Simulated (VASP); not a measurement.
Here is the system:

```xyz
2
Lattice="4.0365 -2.1981 0.0000 4.0365 2.1981 0.0000 2.8395 0.0000 3.6142" Properties=species:S:1:pos:R:3 pbc="T T T"
Sb     2.5481     0.0000     0.8439
Sb     8.3644     0.0000     2.7703
```

Method: PBE GGA, VASP's PBE PAW potentials (set 64) (plane waves; VASP). Numerical set-up: 520 eV cut-off, 9×9×9 Γ-centred mesh, first-order Methfessel-Paxton smearing of 0.10 eV, potentials Sb_d_GW.

Task: Which forces act on the atoms, in eV/Å?

Result: 
```csv
atom,Fx,Fy,Fz
Sb1,-0.108,0.000,-0.036
Sb2,0.108,0.000,0.036
```

Task: Give the stress tensor in GPa (positive for a compressed cell).

Result: 
```
-0.52   0.00   0.05
 0.00  -0.67   0.00
 0.05   0.00  -0.65
```
The pressure is its mean diagonal, -0.61 GPa.

The compound is Sb in the a7 structure. The cell was not relaxed at this level. The run is one of a series of settings (ENCUT = 520, POTCAR Sb_d_GW (PBE.64 set) against the base run), some of them coarse on purpose.
